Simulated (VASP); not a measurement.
Calculation: PBE GGA, VASP's PBE PAW potentials (set 64) (plane waves; VASP).

VASP ran on this input.

File POSCAR:
```
YSi
1.0
  3.8241956325   0.0000000000   0.0000000000
 -1.9120978162   3.3118507375   0.0000000000
  0.0000000000   0.0000000000   7.8893375651
Y Si
2 2
Cart
  0.0000000000   0.0000000000   0.0000000000
  0.0000000000   0.0000000000   3.9446687825
 -0.0000019121   2.2079015956   1.9723343913
  1.9120997284   1.1039491419   5.9170031738
```

**KPOINTS**
```
Automatic mesh
0
Gamma
8 8 4
0 0 0
```

### INCAR
```
! general
SYSTEM  = YSi
PREC    = Accurate
ENCUT   = 400
LREAL   = .False.
LASPH   = .True.

! electronic loop
EDIFF   = 1E-6
NELM    = 100
ALGO    = Normal
LMAXMIX = 4

! smearing
ISMEAR  = 1
SIGMA   = 0.1

! functional
GGA     = PE

! ions
IBRION  = 2
NSW     = 60
ISIF    = 3
EDIFFG  = -0.02

! output
LWAVE   = .False.
LCHARG  = .False.
```

POTCAR, in this order: Y_sv Si (PBE.64 set). Program: vasp_std.

The run wrote:

OSZICAR:
```
       N       E                     dE             d eps       ncg     rms          rms(c)
DAV:   1     0.101081477703E+03    0.10108E+03   -0.12699E+04  1148   0.120E+03
DAV:   2    -0.181717740730E+02   -0.11925E+03   -0.11533E+03  1402   0.257E+02
DAV:   3    -0.263273093649E+02   -0.81555E+01   -0.79844E+01  1945   0.446E+01
DAV:   4    -0.266773335728E+02   -0.35002E+00   -0.34915E+00  1500   0.881E+00
DAV:   5    -0.266873793446E+02   -0.10046E-01   -0.10044E-01  1705   0.149E+00    0.406E+01
DAV:   6    -0.252702613276E+02    0.14171E+01   -0.35135E+00  1219   0.836E+00    0.286E+01
DAV:   7    -0.253433908380E+02   -0.73130E-01   -0.35364E+00  1623   0.839E+00    0.370E+00
DAV:   8    -0.251918015841E+02    0.15159E+00   -0.17347E+00  1241   0.582E+00    0.161E+00
DAV:   9    -0.251831815221E+02    0.86201E-02   -0.10199E-01  1460   0.162E+00    0.412E-01
DAV:  10    -0.251831218650E+02    0.59657E-04   -0.46333E-03  1548   0.488E-01    0.370E-01
DAV:  11    -0.251830011242E+02    0.12074E-03   -0.14812E-03  1550   0.198E-01    0.946E-02
DAV:  12    -0.251829975795E+02    0.35447E-05   -0.14505E-04  1329   0.926E-02    0.160E-02
DAV:  13    -0.251829959264E+02    0.16531E-05   -0.13758E-05  1665   0.246E-02    0.144E-02
DAV:  14    -0.251829963516E+02   -0.42518E-06   -0.29417E-07   778   0.379E-03
   1 F= -.25182996E+02 E0= -.25182261E+02  d E =-.251830E+02
       N       E                     dE             d eps       ncg     rms          rms(c)
DAV:   1    -0.251868220079E+02   -0.38261E-02   -0.15768E-01  1163   0.280E+00    0.368E-01
DAV:   2    -0.251852727446E+02    0.15493E-02   -0.46705E-03  1282   0.422E-01    0.158E-01
DAV:   3    -0.251846070198E+02    0.66572E-03   -0.13237E-03  1459   0.244E-01    0.580E-02
DAV:   4    -0.251845818511E+02    0.25169E-04   -0.11196E-04  1687   0.655E-02    0.423E-02
DAV:   5    -0.251845799057E+02    0.19455E-05   -0.99818E-06  1639   0.196E-02    0.813E-03
DAV:   6    -0.251845793033E+02    0.60231E-06   -0.30522E-06  1108   0.113E-02
   2 F= -.25184579E+02 E0= -.25183963E+02  d E =-.158295E-02
       N       E                     dE             d eps       ncg     rms          rms(c)
DAV:   1    -0.251867441930E+02   -0.21643E-02   -0.11624E-01  1151   0.240E+00    0.322E-01
DAV:   2    -0.251856400748E+02    0.11041E-02   -0.33948E-03  1273   0.361E-01    0.137E-01
DAV:   3    -0.251851592517E+02    0.48082E-03   -0.94415E-04  1447   0.207E-01    0.489E-02
DAV:   4    -0.251851402402E+02    0.19012E-04   -0.78828E-05  1683   0.553E-02    0.356E-02
DAV:   5    -0.251851384530E+02    0.17873E-05   -0.71439E-06  1574   0.167E-02    0.717E-03
DAV:   6    -0.251851380950E+02    0.35793E-06   -0.20457E-06   892   0.962E-03
   3 F= -.25185138E+02 E0= -.25184522E+02  d E =-.214174E-02
       N       E                     dE             d eps       ncg     rms          rms(c)
DAV:   1    -0.251852386661E+02   -0.10021E-03   -0.59606E-03  1148   0.545E-01    0.724E-02
DAV:   2    -0.251851835220E+02    0.55144E-04   -0.17269E-04  1265   0.813E-02    0.308E-02
DAV:   3    -0.251851600014E+02    0.23521E-04   -0.46863E-05  1442   0.458E-02    0.111E-02
DAV:   4    -0.251851588344E+02    0.11670E-05   -0.37417E-06  1317   0.124E-02    0.799E-03
DAV:   5    -0.251851584295E+02    0.40486E-06   -0.44976E-07   606   0.436E-03
   4 F= -.25185158E+02 E0= -.25184529E+02  d E =-.216208E-02
       N       E                     dE             d eps       ncg     rms          rms(c)
DAV:   1    -0.251878200561E+02   -0.26612E-02   -0.70398E-02  1402   0.181E+00    0.465E-01
DAV:   2    -0.251860282939E+02    0.17918E-02   -0.95514E-03  1350   0.611E-01    0.221E-01
DAV:   3    -0.251850611329E+02    0.96716E-03   -0.37379E-03  1872   0.321E-01    0.121E-01
DAV:   4    -0.251851011611E+02   -0.40028E-04   -0.72259E-04  1895   0.123E-01    0.145E-01
DAV:   5    -0.251851741485E+02   -0.72987E-04   -0.13252E-04  1870   0.420E-02    0.605E-02
DAV:   6    -0.251851787442E+02   -0.45958E-05   -0.24975E-05  1287   0.347E-02    0.181E-02
DAV:   7    -0.251851826582E+02   -0.39140E-05   -0.36393E-06  1114   0.136E-02    0.577E-03
DAV:   8    -0.251851823935E+02    0.26472E-06   -0.41760E-06  1107   0.973E-03
   5 F= -.25185182E+02 E0= -.25184541E+02  d E =-.239640E-04
       N       E                     dE             d eps       ncg     rms          rms(c)
DAV:   1    -0.251859036641E+02   -0.72101E-03   -0.16864E-02  1442   0.881E-01    0.228E-01
DAV:   2    -0.251854526166E+02    0.45105E-03   -0.21908E-03  1323   0.297E-01    0.106E-01
DAV:   3    -0.251852266969E+02    0.22592E-03   -0.90507E-04  1819   0.157E-01    0.587E-02
DAV:   4    -0.251852393824E+02   -0.12686E-04   -0.16311E-04  1849   0.581E-02    0.698E-02
DAV:   5    -0.251852629746E+02   -0.23592E-04   -0.33707E-05  1837   0.206E-02    0.282E-02
DAV:   6    -0.251852668678E+02   -0.38932E-05   -0.58099E-06  1068   0.167E-02    0.944E-03
DAV:   7    -0.251852697380E+02   -0.28701E-05   -0.11214E-06   585   0.938E-03    0.214E-03
DAV:   8    -0.251852708030E+02   -0.10651E-05   -0.99725E-07   694   0.505E-03    0.316E-03
DAV:   9    -0.251852709181E+02   -0.11504E-06   -0.27990E-07   570   0.337E-03
   6 F= -.25185271E+02 E0= -.25184636E+02  d E =-.112489E-03
```

File OUTCAR:
```
------------------------ aborting loop because EDIFF is reached ----------------------------------------
  FORCE on cell =-STRESS in cart. coord.  units (eV):
  Direction    XX          YY          ZZ          XY          YZ          ZX
  --------------------------------------------------------------------------------------
  Total        0.0011216      0.0011216      0.0005620      0.0000000      0.0000000     -0.0000000
  in kB        0.0179102      0.0179102      0.0089745      0.0000000      0.0000000     -0.0000000
  external PRESSURE =       0.0149316 kB  Pullay stress =       0.0000000 kB
  volume of cell :      100.34
      direct lattice vectors                 reciprocal lattice vectors
     3.846001733  0.000000000  0.000000000     0.260010283  0.150116999  0.000000000
    -1.923000866  3.330735377 -0.000000000    -0.000000000  0.300233998  0.000000000
    -0.000000000 -0.000000000  7.832693543    -0.000000000  0.000000000  0.127670002
 POSITION                                       TOTAL-FORCE (eV/Angst)
 -----------------------------------------------------------------------------------
      0.00000      0.00000      0.00000         0.000000     -0.000000      0.000000
     -0.00000     -0.00000      3.91635         0.000000      0.000000      0.000000
     -0.00000      2.22049      1.95817         0.000000      0.000000     -0.000000
      1.92300      1.11024      5.87452        -0.000000      0.000000      0.000000
 -----------------------------------------------------------------------------------
    total drift:                               -0.000000      0.000000      0.000000
  FREE ENERGIE OF THE ION-ELECTRON SYSTEM (eV)
  ---------------------------------------------------
  free  energy   TOTEN  =       -25.1852709181 eV

  energy  without entropy=      -25.1833651859  energy(sigma->0) =      -25.18463567

 reached required accuracy - stopping structural energy minimisation
```
(Selected blocks of OUTCAR.)

**CONTCAR**
```
YSi
   1.00000000000000
     3.8460017325281894    0.0000000000003299    0.0000000000000000
    -1.9230008662135238    3.3307353770058388   -0.0000000000000000
    -0.0000000000000000   -0.0000000000000000    7.8326935429349813
  Y               Si
     2     2
Direct
     0.0000000000000000    0.0000000000000000    0.0000000000000000
     0.0000000000000000    0.0000000000000000    0.5000000000000000
     0.3333330000000032    0.6666669999999968    0.2500000000000000
     0.6666669999999968    0.3333330000000032    0.7500000000000000
```

**OUTCAR**
```
 val. band max:        3.8868521793   @ k =   0.1250   0.0000   0.0000

 cond. band min:       3.9753313487   @ k =   0.2500   0.1250   0.2500


 Fermi energy:         3.9600803812

 k-point     1 :       0.0000    0.0000    0.0000
  band No.  band energies     occupation
      1     -38.2288      2.00000
      2     -38.2209      2.00000
      3     -18.3004      2.00000
      4     -18.1575      2.00000
      5     -18.1575      2.00000
      6     -18.1439      2.00000
      7     -18.1439      2.00000
      8     -18.1309      2.00000
      9      -4.3425      2.00000
     10      -2.8246      2.00000
     11       0.1626      2.00000
     12       3.7681      2.02057
     13       4.0537     -0.03428
     14       4.0537     -0.03429
     15       4.7196     -0.00000
     16       5.8588     -0.00000
     17       5.8588     -0.00000
     18       6.2960      0.00000
     19       6.2960      0.00000

 k-point     2 :       0.1250    0.0000    0.0000
  band No.  band energies     occupation
      1     -38.2261      2.00000
      2     -38.2183      2.00000
      3     -18.2918      2.00000
      4     -18.1951      2.00000
      5     -18.1792      2.00000
      6     -18.1659      2.00000
      7     -18.1521      2.00000
      8     -18.1257      2.00000
      9      -4.1316      2.00000
     10      -2.7811      2.00000
     11       0.4355      2.00000
     12       3.6472      2.00009
     13       3.8869      1.94128
     14       4.0862     -0.07054
     15       4.0931     -0.06794
     16       5.0358     -0.00000
     17       5.5744     -0.00000
     18       6.1044      0.00000
     19       6.1389      0.00000

 k-point     3 :       0.2500    0.0000    0.0000
  band No.  band energies     occupation
      1     -38.2195      2.00000
      2     -38.2119      2.00000
      3     -18.2850      2.00000
      4     -18.2704      2.00000
      5     -18.2631      2.00000
      6     -18.1863      2.00000
      7     -18.1717      2.00000
...
```

The structure was generated: YSi was put into the NiAs type type (P6_3/mmc), which need not be its known phase. This run relaxes it. Symmetry was kept, so distortions that lower it aren't found. The start is the result of an earlier pass.
